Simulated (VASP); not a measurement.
Here is the system:

```
CELL_PARAMETERS angstrom
      0.00000     3.00000     3.00000
      3.00000     0.00000     3.00000
      3.00000     3.00000     0.00000
ATOMIC_POSITIONS crystal
  Li 0.25489 0.25246 0.24099
  Li 0.74785 0.73969 0.75816
  Se 0.99726 0.00785 0.00085
```

These are PBE GGA, VASP's PBE PAW potentials (set 64) (plane waves; VASP) values and carry that method's errors. Numerical set-up: 400 eV cut-off, 5×5×5 Γ-centred mesh, Fermi-Dirac smearing of 0.020 eV, potentials Li_sv Se.

At this cut-off the stress carries a Pulay error, which pulls relaxed volumes low.

### Question
Estimate the energy per atom (σ→0), pressure, largest force.

### Answer

The energy per atom (σ→0) is -3.726 eV/atom and the pressure is -1.69 GPa. The largest force is 0.167 eV/Å.

The absolute energy has meaning only against runs of the same code, potentials and settings.

The structure is a typed Li2Se crystal. The cell was not relaxed at this level, atoms are displaced from their ideal sites.
